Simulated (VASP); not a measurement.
Here is the system:

```
BeSe
1.0
    0.00000     2.62140     2.62140
    2.62140     0.00000     2.62140
    2.62140     2.62140     0.00000
Be Se
1 1
Direct
  0.00000   0.00000   0.00000
  0.25000   0.25000   0.25000
```

The numbers are results of PBE GGA, VASP's PBE PAW potentials (set 64) (plane waves; VASP 6.6.1), not measurements. Run with PREC = Normal, 400 eV cut-off, 8×8×8 Γ-centred mesh, Gaussian smearing of 0.050 eV, potentials Be Se.

Question: Estimate the energy per atom (σ→0), pressure, band gap (on the k-mesh) with the smallest direct gap where there is one.

Answer: 
```yaml
band gap (on the k-mesh): 2.74 eV
smallest direct gap (on the k-mesh): 3.95 eV
energy per atom (σ→0): -4.424 eV/atom
pressure: -2.48 GPa
```

Only differences to runs with the same potentials and settings are physical.

The compound is BeSe in the zinc blende structure. The cell was not relaxed at this level. The run is one of a series of settings (PREC = Normal against the base run), some of them coarse on purpose.
